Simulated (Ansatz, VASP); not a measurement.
Ni2SbTe in VASP and in Ansatz

```
Te Sb Ni
1.0
     3.96562    0.00000    0.00000
    -1.98281    3.43433    0.00000
     0.00000    0.00000    5.20348
Te Sb Ni
1 1 2
Direct
  0.33333 0.66667 0.00000
  0.66667 0.33333 0.50000
  0.00000 0.00000 0.25318
  0.00000 0.00000 0.74682
```

The cell comes from a database or a generator and needn't be the stable form of this composition.

Alike in both runs: task single point; functional PBE; k mesh 8 × 8 × 5; occupations fermi-dirac, width 0.05 eV; collinear spin, ferromagnetic start.

|  | VASP | Ansatz |
| --- | --- | --- |
| version | VASP 6.6.1 | Ansatz 0.2.0 |
| potentials or method | VASP PAW PBE potentials, release 64 (Te, Sb, Ni) | Ansatz PAW |
| plane-wave cutoff (eV) | 520 | 420 |
| valence electrons in the cell | 31 | 67 |

Ansatz gave:

```
gap on the k mesh at the Fermi level (eV)       : none
pressure (GPa)                                  : 2.8
largest component of the traceless stress (GPa) : 0.60
rms of the force components (eV/Å)              : 0.006
net moment per atom (μB)                        : 0.00
```

**Question.** Estimate VASP's values.

**Answer.** gap on the k mesh at the Fermi level (eV): none; pressure (GPa): 2.7; largest component of the traceless stress (GPa): 0.54; rms of the force components (eV/Å): 0.006; net moment per atom (μB): 0.00.

Atom by atom the forces differ by 0.000 eV/Å (rms over components). A gap of «none» marks a metal or a gap that the smearing closes. The two sets of potentials don't hold the same shells in valence.

Caveats: the starting moments weren't kept (Ansatz). The runs have no spin-orbit coupling, so splittings on Sb, Te are missing.
